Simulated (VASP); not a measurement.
Output of a VASP run:

OSZICAR:
```
...
DAV:   8    -0.213690817700E+02   -0.37027E-02   -0.73802E-02  4320   0.172E+00    0.223E-01
DAV:   9    -0.213704564703E+02   -0.13747E-02   -0.14165E-02  4160   0.719E-01    0.179E-01
DAV:  10    -0.213709298004E+02   -0.47333E-03   -0.30445E-03  4032   0.340E-01    0.948E-02
DAV:  11    -0.213711098377E+02   -0.18004E-03   -0.83469E-04  4048   0.182E-01    0.359E-02
DAV:  12    -0.213711488683E+02   -0.39031E-04   -0.21824E-04  4304   0.931E-02    0.101E-02
DAV:  13    -0.213711546693E+02   -0.58010E-05   -0.44942E-05  3816   0.447E-02    0.162E-03
DAV:  14    -0.213711552779E+02   -0.60862E-06   -0.54825E-06  3360   0.151E-02    0.106E-03
DAV:  15    -0.213711558202E+02   -0.54228E-06   -0.81406E-07  2912   0.846E-03    0.375E-04
DAV:  16    -0.213711557361E+02    0.84051E-07   -0.80599E-08  2184   0.545E-03
   1 F= -.17135381E+02 E0= -.17134878E+02  d E =-.171354E+02
       N       E                     dE             d eps       ncg     rms          rms(c)
DAV:   1    -0.263572787106E+02   -0.49861E+01   -0.19124E+02  2602   0.122E+02    0.116E+01
DAV:   2    -0.228287445743E+02    0.35285E+01   -0.17299E+01  3866   0.424E+01    0.637E+00
DAV:   3    -0.210368992090E+02    0.17918E+01   -0.10779E+01  2854   0.284E+01    0.223E+00
DAV:   4    -0.210541984320E+02   -0.17299E-01   -0.17376E+00  3700   0.140E+01    0.557E-01
DAV:   5    -0.210783028243E+02   -0.24104E-01   -0.25212E-01  3910   0.378E+00    0.703E-01
DAV:   6    -0.210893618234E+02   -0.11059E-01   -0.50302E-02  4270   0.175E+00    0.627E-01
DAV:   7    -0.210905158971E+02   -0.11541E-02   -0.27163E-02  3568   0.150E+00    0.228E-01
DAV:   8    -0.210910076156E+02   -0.49172E-03   -0.42041E-03  3976   0.550E-01    0.118E-01
DAV:   9    -0.210909799048E+02    0.27711E-04   -0.62808E-04  4256   0.175E-01    0.585E-02
DAV:  10    -0.210910312739E+02   -0.51369E-04   -0.27595E-04  3776   0.125E-01    0.174E-02
DAV:  11    -0.210910349249E+02   -0.36509E-05   -0.27103E-05  4318   0.451E-02    0.122E-02
DAV:  12    -0.210910372636E+02   -0.23387E-05   -0.14928E-05  3448   0.340E-02    0.439E-03
DAV:  13    -0.210910363003E+02    0.96322E-06   -0.10670E-06  3064   0.120E-02    0.273E-03
DAV:  14    -0.210910365392E+02   -0.23883E-06   -0.37533E-07  2336   0.682E-03    0.661E-04
DAV:  15    -0.210910366716E+02   -0.13239E-06   -0.92862E-08  1600   0.572E-03    0.179E-04
DAV:  16    -0.210910367383E+02   -0.66747E-07   -0.45844E-08  1522   0.465E-03
   2 F= -.17452994E+02 E0= -.17454040E+02  d E =-.317613E+00
       N       E                     dE             d eps       ncg     rms          rms(c)
DAV:   1    -0.211058819668E+02   -0.14845E-01   -0.88147E-02  2640   0.253E+00    0.264E-01
DAV:   2    -0.211038653899E+02    0.20166E-02   -0.97752E-03  3680   0.115E+00    0.123E-01
DAV:   3    -0.211032219252E+02    0.64346E-03   -0.39832E-03  3024   0.566E-01    0.316E-02
DAV:   4    -0.211032285374E+02   -0.66122E-05   -0.40618E-04  3842   0.199E-01    0.110E-02
DAV:   5    -0.211032319417E+02   -0.34043E-05   -0.50648E-05  3992   0.498E-02    0.130E-02
DAV:   6    -0.211032319090E+02    0.32711E-07   -0.14282E-05  3494   0.289E-02    0.785E-03
DAV:   7    -0.211032303726E+02    0.15364E-05   -0.51089E-06  3776   0.221E-02    0.186E-03
DAV:   8    -0.211032300917E+02    0.28084E-06   -0.34778E-07  2520   0.672E-03    0.887E-04
DAV:   9    -0.211032302487E+02   -0.15694E-06   -0.43046E-08  1446   0.505E-03    0.344E-04
DAV:  10    -0.211032302586E+02   -0.98794E-08   -0.42653E-08  1364   0.329E-03
   3 F= -.17453172E+02 E0= -.17454197E+02  d E =-.317791E+00
```

### OUTCAR
```
------------------------ aborting loop because EDIFF is reached ----------------------------------------
  FORCE on cell =-STRESS in cart. coord.  units (eV):
  Direction    XX          YY          ZZ          XY          YZ          ZX
  --------------------------------------------------------------------------------------
  Total        3.6403814      3.6403819      3.6687988      0.0000000      0.0000000     -0.0000000
  in kB       49.8674428     49.8674494     50.2567166      0.0000000      0.0000000     -0.0000000
  external PRESSURE =      -0.0027971 kB  Pullay stress =      50.0000000 kB
  volume of cell :      116.96
      direct lattice vectors                 reciprocal lattice vectors
     1.741826547 -3.016932276 -0.000000000     0.287054989 -0.165731264 -0.000000000
     1.741826547  3.016932276  0.000000000     0.287054989  0.165731264 -0.000000000
     0.000000000  0.000000000 11.128583963     0.000000000 -0.000000000  0.089858692
 POSITION                                       TOTAL-FORCE (eV/Angst)
 -----------------------------------------------------------------------------------
      0.00000     -0.00000      5.56429         0.000000     -0.000000     -0.000000
      0.00000     -0.00000      0.00000         0.000000      0.000000     -0.000000
      1.74183      1.00565      2.78215        -0.000000     -0.000000      0.000000
      1.74183     -1.00565      8.34644        -0.000000      0.000000     -0.000000
 -----------------------------------------------------------------------------------
    total drift:                                0.000000      0.000000      0.000000
  FREE ENERGIE OF THE ION-ELECTRON SYSTEM (eV)
  ---------------------------------------------------
  free  energy   TOTEN  =       -21.1032302586 eV

  energy  without entropy=      -21.1063064449  energy(sigma->0) =      -21.10425565
  enthalpy is  TOTEN    =       -17.4531720430 eV   P V=        3.6500582156

 reached required accuracy - stopping structural energy minimisation
```
(Selected blocks of OUTCAR.)

### POSCAR
```
La
1
    1.8294854390    -3.1687619394     0.0000000000
    1.8294854390     3.1687619394     0.0000000000
   -0.0000000000     0.0000000000    11.7064403368
La
4
Direct
  1.0000000000   1.0000000000   0.5000000000
  1.0000000000   1.0000000000   1.0000000000
  0.3333330000   0.6666670000   0.2500000000
  0.6666670000   0.3333330000   0.7500000000
```

### Question
Write an INCAR and KPOINTS that could have produced this output.

### Answer
Several could match; the one computed here: the input of the run itself, PBEsol GGA, plane waves, VASP's PBE PAW potentials (set 64).

INCAR:
```
# general
SYSTEM =La
PREC   =Accurate
ENCUT  =480   # plane-wave cut-off (eV)
LREAL  =.FALSE.
LASPH  =.TRUE.

# electronic loop
EDIFF  =1E-7
NELM   =100
ALGO   =Normal   # blocked Davidson
LMAXMIX=6   # l cut-off of mixed one-centre charges

# smearing
ISMEAR =1   # Methfessel-Paxton
SIGMA  =0.1   # width (eV)

# functional
GGA    =PS   # PBEsol

# ions
IBRION =2   # conjugate gradients
NSW    =40   # most ionic steps
ISIF   =3   # ions, shape and volume
EDIFFG =-0.01   # ionic stop
PSTRESS=50   # kbar

# output
LWAVE  =.FALSE.
LCHARG =.FALSE.
```

### KPOINTS
```
Automatic mesh
0
Gamma
10 10 4
0 0 0
```

POTCAR, in this order: La (PBE.64 set). Program: vasp_std.

Energy and stress use the plane-wave basis of the starting cell.

The compound is La in the dhcp structure. This run relaxes it under an external pressure of 5 GPa. Symmetry was kept, so distortions that lower it aren't found.
